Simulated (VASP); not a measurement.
Method: r2SCAN meta-GGA, VASP's PBE PAW potentials (set 64) (plane waves; VASP).

Input for VASP

### POSCAR
```
Cu(211) slab
1
    6.2013364676     0.0000000000     0.0000000000
    0.0000000000     2.5316847035     0.0000000000
    0.0000000000     0.0000000000    25.1084571573
Cu
14
Direct
  0.8380167353   0.2500000000   0.3141099641
  0.1617239541   0.7500000000   0.3411231300
  0.4920951079   0.2500000000   0.3656862229
  0.8225702699   0.7500000000   0.3973921477
  0.1614163386   0.2500000000   0.4277630266
  0.4946495266   0.7500000000   0.4557036788
  0.8306279027   0.2500000000   0.4845368319
  0.1693720973   0.7500000000   0.5154631681
  0.5053504734   0.2500000000   0.5442963212
  0.8385836614   0.7500000000   0.5722369734
  0.1774297301   0.2500000000   0.6026078523
  0.5079048921   0.7500000000   0.6343137771
  0.8382760459   0.2500000000   0.6588768700
  0.1619832647   0.7500000000   0.6858900359
```

INCAR:
```
SYSTEM  =  Cu(211) slab
PREC  =  Normal; ENCUT  =  400; LREAL  =  F
LASPH  =  T
EDIFF  =  1E-6; NELM  =  100; NELMIN  =  4
ALGO  =  Normal; LMAXMIX  =  4; LMIXTAU  =  T
ISMEAR  =  1; SIGMA  =  0.1
METAGGA  =  R2SCAN
LWAVE  =  F; LCHARG  =  F; LORBIT  =  11
LVHAR  =  T
DIPOL  =  0.5 0.5 0.5
LDIPOL  =  T; IDIPOL  =  3
```

### KPOINTS
```
Regular mesh
0
gamma
5 11 1
```

POTCAR, in this order: Cu (PBE.64 set). Program: vasp_std. Read from the step before: WAVECAR.

Output

File OUTCAR:
```
 ion  position               nearest neighbor table
   1  0.838  0.250  0.314-   4 2.45   4 2.45   2 2.47   2 2.47   3 2.51
   2  0.162  0.750  0.341-   1 2.47   1 2.47   3 2.49   3 2.49   5 2.52   5 2.52   4 2.53
   3  0.492  0.250  0.366-   2 2.49   2 2.49   1 2.51   4 2.54   4 2.54   5 2.58   6 2.59   6 2.59
  LATTYP: Found a simple orthorhombic cell.
 ALAT       =     2.5316847035
 B/A-ratio  =     2.4494900408
 C/A-ratio  =     9.9176872707
 Subroutine PRICEL returns:
 Original cell was already a primitive cell.
 Subroutine GETGRP returns: Found  4 space group operations
The static configuration has the point symmetry S_2 .
 The point group associated with its full space group is C_2h.
The dynamic configuration has the point symmetry S_2 .
 Subroutine INISYM returns: Found  4 space group operations
 Subroutine IBZKPT returns following result:
 Found     18 irreducible k-points:

 Following reciprocal coordinates:
            Coordinates               Weight
  0.000000  0.000000  0.000000      1.000000
  0.200000  0.000000  0.000000      2.000000
  0.400000  0.000000  0.000000      2.000000
  0.000000  0.090909  0.000000      2.000000
  0.200000  0.090909  0.000000      4.000000
  0.400000  0.090909  0.000000      4.000000
  0.000000  0.181818  0.000000      2.000000
  0.200000  0.181818  0.000000      4.000000
  0.400000  0.181818  0.000000      4.000000
  0.000000  0.272727  0.000000      2.000000
  0.200000  0.272727  0.000000      4.000000
  0.400000  0.272727  0.000000      4.000000
  0.000000  0.363636  0.000000      2.000000
  0.200000  0.363636  0.000000      4.000000
  0.400000  0.363636  0.000000      4.000000
  0.000000  0.454545  0.000000      2.000000
  0.200000  0.454545  0.000000      4.000000
  0.400000  0.454545  0.000000      4.000000
   k-points           NKPTS =     18   k-points in BZ     NKDIM =     18   number of bands    NBANDS=     92
   number of dos      NEDOS =    301   number of ions     NIONS =     14
   total plane-waves  NPLWV =  45360
   dimension x,y,z NGX =    30 NGY =   12 NGZ =  126
   dimension x,y,z NGXF=    60 NGYF=   24 NGZF=  252
   ions per type =              14
   PREC   = normal    normal or accurate (medium, high low for compatibility)
   ISTART =      1    job   : 0-new  1-cont  2-samecut
   ICHARG =      0    charge: 1-file 2-atom 10-const
   ISPIN  =      1    spin polarized calculation?
   LNONCOLLINEAR =      F non collinear calculations
   LSORBIT =      F    spin-orbit coupling
   INIWAV =      1    electr: 0-lowe 1-rand  2-diag
   ENCUT  =  400.0 eV  29.40 Ry    5.42 a.u.  10.11  4.13 40.95*2*pi/ulx,y,z
   NELM   =    100;   NELMIN=  4; NELMDL=  0     # of ELM steps
   EDIFF  = 0.1E-05   stopping-criterion for ELM
   LREAL  =      F    real-space projection
   NLSPLINE    = F    spline interpolate recip. space projectors
   LMAXMIX     =    4 max onsite mixed and CHGCAR
   VOSKOWN=      0    Vosko Wilk Nusair interpolation
   EDIFFG = 0.1E-04   stopping-criterion for IOM
   NSW    =      0    number of steps for IOM
   NBLOCK =      1;   KBLOCK =      1    inner block; outer block
   IBRION =     -1    ionic relax: 0-MD 1-quasi-New 2-CG
   NFREE  =      0    steps in history (QN), initial steepest desc. (CG)
   ISIF   =      2    stress and relaxation
   ISYM   =      2    0-nonsym 1-usesym 2-fastsym
   TEIN   =    0.0    initial temperature
   TEBEG  =    0.0;   TEEND  =   0.0 temperature during run
   SMASS  =  -3.00    Nose mass-parameter (am)
   PSTRESS=    0.0 pullay stress
   NELECT =     154.0000    total number of electrons
   EFERMI =   0.00;   METHOD = LEGACY
   ISMEAR =     1;   SIGMA  =   0.10  broadening in eV -4-tet -1-fermi 0-gaus
   IALGO  =     38    algorithm
   LDIAG  =      T    sub-space diagonalisation (order eigenvalues)
   IMIX   =      4    mixing-type and parameters
...
```

OSZICAR:
```
       N       E                     dE             d eps       ncg     rms          rms(c)
DAV:   1    -0.148095431438E+03   -0.14810E+03   -0.48931E-05  4792   0.272E-01    0.186E-02
DAV:   2    -0.148095429678E+03    0.17600E-05   -0.14425E-04  3804   0.588E-01    0.284E-02
DAV:   3    -0.148095406949E+03    0.22729E-04   -0.48559E-05  3724   0.336E-01    0.134E-03
DAV:   4    -0.148095413758E+03   -0.68082E-05   -0.98619E-06  4208   0.270E-02    0.120E-03
DAV:   5    -0.148095407210E+03    0.65478E-05   -0.84545E-07  2052   0.104E-02    0.825E-04
DAV:   6    -0.148095404694E+03    0.25156E-05   -0.78754E-07  2060   0.964E-03    0.697E-04
DAV:   7    -0.148095409254E+03   -0.45598E-05   -0.52893E-07  2040   0.721E-03    0.379E-04
DAV:   8    -0.148095408063E+03    0.11907E-05   -0.17730E-07  2032   0.447E-03    0.324E-04
DAV:   9    -0.148095405713E+03    0.23502E-05   -0.19218E-07  2008   0.376E-03    0.188E-04
DAV:  10    -0.148095406289E+03   -0.57642E-06   -0.15408E-07  2040   0.229E-03
   1 F= -.14809541E+03 E0= -.14809415E+03  d E =-.376991E-02
```

### OUTCAR
```
------------------------ aborting loop because EDIFF is reached ----------------------------------------
  FORCE on cell =-STRESS in cart. coord.  units (eV):
  Direction    XX          YY          ZZ          XY          YZ          ZX
  --------------------------------------------------------------------------------------
  Total       -2.6425423     -5.1612481     -1.9678449      0.0000000      0.0000000     -0.0325317
  in kB      -10.7403292    -20.9773380     -7.9980939      0.0000000      0.0000000     -0.1322216
  external PRESSURE =     -13.2385871 kB  Pullay stress =       0.0000000 kB
  volume of cell :      394.20
      direct lattice vectors                 reciprocal lattice vectors
     6.201336468  0.000000000  0.000000000     0.161255562  0.000000000  0.000000000
     0.000000000  2.531684703  0.000000000     0.000000000  0.394993894  0.000000000
     0.000000000  0.000000000 25.108457157     0.000000000  0.000000000  0.039827218
 POSITION                                       TOTAL-FORCE (eV/Angst)
 -----------------------------------------------------------------------------------
      5.19682      0.63292      7.88682        -0.019397     -0.000000      0.017495
      1.00290      1.89876      8.56508        -0.007324     -0.000000      0.021621
      3.05165      0.63292      9.18182         0.001386     -0.000000      0.016956
      5.10104      1.89876      9.97790        -0.009803     -0.000000      0.020829
      1.00100      0.63292     10.74047         0.006669      0.000000      0.009396
      3.06749      1.89876     11.44202         0.008722     -0.000000      0.012930
      5.15100      0.63292     12.16597         0.009238     -0.000000      0.014659
      1.05033      1.89876     12.94248        -0.009238     -0.000000     -0.014659
      3.13385      0.63292     13.66644        -0.008722     -0.000000     -0.012930
      5.20034      1.89876     14.36799        -0.006669     -0.000000     -0.009396
      1.10030      0.63292     15.13055         0.009803      0.000000     -0.020829
      3.14969      1.89876     15.92664        -0.001386     -0.000000     -0.016956
      5.19843      0.63292     16.54338         0.007324     -0.000000     -0.021621
      1.00451      1.89876     17.22164         0.019397      0.000000     -0.017495
 -----------------------------------------------------------------------------------
    total drift:                                0.000000      0.000000      0.000000
  FREE ENERGIE OF THE ION-ELECTRON SYSTEM (eV)
  ---------------------------------------------------
  free  energy   TOTEN  =      -148.0954062894 eV

  energy  without entropy=     -148.0916363744  energy(sigma->0) =     -148.09414965

 total charge

# of ion       s       p       d       tot
------------------------------------------
    1        0.473   0.270   9.241   9.984
    2        0.476   0.341   9.206  10.024
    3        0.464   0.356   9.198  10.018
    4        0.470   0.423   9.200  10.093
    5        0.465   0.411   9.199  10.075
    6        0.461   0.405   9.200  10.066
    7        0.463   0.417   9.195  10.075
    8        0.463   0.417   9.195  10.075
    9        0.461   0.405   9.200  10.066
   10        0.465   0.411   9.199  10.075
   11        0.470   0.423   9.200  10.093
   12        0.464   0.356   9.198  10.018
   13        0.476   0.341   9.206  10.024
   14        0.473   0.270   9.241   9.984
--------------------------------------------------
tot          6.545   5.246 128.877 140.668
```
(Selected blocks of OUTCAR.)

The cell is a thin slab with vacuum, built from Cu (fcc): (211) face.
